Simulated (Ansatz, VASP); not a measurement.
**ZrInF3 in VASP and in Ansatz**

Contents of INCAR:

```
SYSTEM = ZrInF3
PREC = Accurate
ENCUT = 520
EDIFF = 1E-6
ISMEAR = 0
SIGMA = 0.1
LREAL = .False.
LASPH = .True.
NELM = 60
ALGO = Normal
ISIF = 2
LWAVE = .False.
LCHARG = .False.
GGA = PE
NBANDS = 31
```

KPOINTS

```
regular mesh
0
Gamma
  4 4 4
  0 0 0
```

File POSCAR:

```
ZrInF3
1.0
    4.4723880300      0.0000000000      0.0000000000
    0.0000000000      4.4723880300      0.0000000000
    0.0000000000      0.0000000000      4.4723880300
Zr In F
1 1 3
Direct
    0.0000000000      0.0000000000      0.0000000000
    0.5000000000      0.5000000000      0.5000000000
    0.5000000000      0.0000000000      0.0000000000
    0.0000000000      0.5000000000      0.0000000000
    0.0000000000      0.0000000000      0.5000000000
```

Input for Ansatz:

```yaml
crystal:
  lattice:
    - [4.47238803, 0.0, 0.0]
    - [0.0, 4.47238803, 0.0]
    - [0.0, 0.0, 4.47238803]
  atoms:
    - { symbol: Zr, position: [0.0, 0.0, 0.0] }
    - { symbol: In, position: [0.5, 0.5, 0.5] }
    - { symbol: F, position: [0.5, 0.0, 0.0] }
    - { symbol: F, position: [0.0, 0.5, 0.0] }
    - { symbol: F, position: [0.0, 0.0, 0.5] }
basis:
  ecutwfc: 420
kpoints:
  mp_grid: { grid: [4, 4, 4] }
hamiltonian:
  xc: pbe
scf:
  occupations: { method: gaussian, width: 0.1 }
  lower_state_search: "off"
output:
  forces: true
  stress: true
  eigenvalues: true
```

Alike in both runs: task single point; functional PBE; k mesh 4 × 4 × 4; occupations gaussian, width 0.1 eV; no spin polarisation.

|  | VASP | Ansatz |
| --- | --- | --- |
| version | VASP 6.6.1 | Ansatz 0.2.0 |
| potentials or method | VASP PAW PBE potentials, release 64 (Zr_sv, In_d, F) | scalar-relativistic, plane waves, PAW |
| plane-wave cutoff (eV) | 520 | 420 |
| valence electrons in the cell | 46 | 46 |

VASP gave:

```
gap on the k mesh at the Fermi level (eV) : none
pressure (GPa)                            : -3.0
```

Task: What did Ansatz give for the same quantities?

Result: gap on the k mesh at the Fermi level (eV): none; pressure (GPa): -2.9.

A gap of «none» marks a metal or a gap that the smearing closes. The functional is the same, so the differences come from potentials, cutoffs and numerics.
